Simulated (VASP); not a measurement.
Consider the following.

```
Te
1.0
    2.27460    -3.93972     0.00000
    2.27460     3.93972     0.00000
    0.00000     0.00000     6.04860
Te
3
Direct
  0.00000   0.26300   0.66667
  0.73700   0.73700   0.00000
  0.26300   0.00000   0.33333
```

Method: PBE GGA, VASP's PBE PAW potentials (set 64) (plane waves; VASP). Run with 400 eV cut-off, 5×5×4 Γ-centred mesh, Gaussian smearing of 0.050 eV, potentials Te.

Give the stress tensor in GPa (positive for a compressed cell).

```
-0.53   0.00   0.00
 0.00  -0.53   0.00
 0.00   0.00  -1.22
```
The pressure is its mean diagonal, -0.76 GPa.

The compound is Te in the trig structure. The cell was not relaxed at this level.
